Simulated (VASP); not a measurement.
Given:

```
WP
1.0
    1.91711    -5.06603     0.00000
    1.91711     5.06603     0.00000
    0.00000     0.00000     3.77808
P W
2 2
Direct
  0.56400   0.43600   0.25000
  0.43600   0.56400   0.75000
  0.85475   0.14525   0.25000
  0.14525   0.85475   0.75000
```

Level of theory: PBE GGA, VASP's PBE PAW potentials (set 64) (plane waves; VASP 6.6.1). Numerical set-up: 400 eV cut-off, 11×11×9 Γ-centred mesh, Gaussian smearing of 0.050 eV, potentials P W_sv.

Question: Which forces act on the atoms, in eV/Å?

Answer: 
```tsv
atom	Fx	Fy	Fz
P1	0.000	-2.625	0.000
P2	0.000	2.625	0.000
W3	0.000	-0.419	0.000
W4	0.000	0.419	0.000
```

Question: Give the stress tensor in GPa (positive for a compressed cell).

Answer: 
```
-35.75    0.00    0.00
  0.00  -30.68    0.00
  0.00    0.00  -18.73
```
The pressure is its mean diagonal, -28.39 GPa.

The structure was generated: PW was put into the CrB type (Cmcm), which need not be its known phase. The cell was not relaxed at this level. The run is one of a series of settings (KPOINTS 11×11×9 Γ-centred mesh against the base run), some of them coarse on purpose.
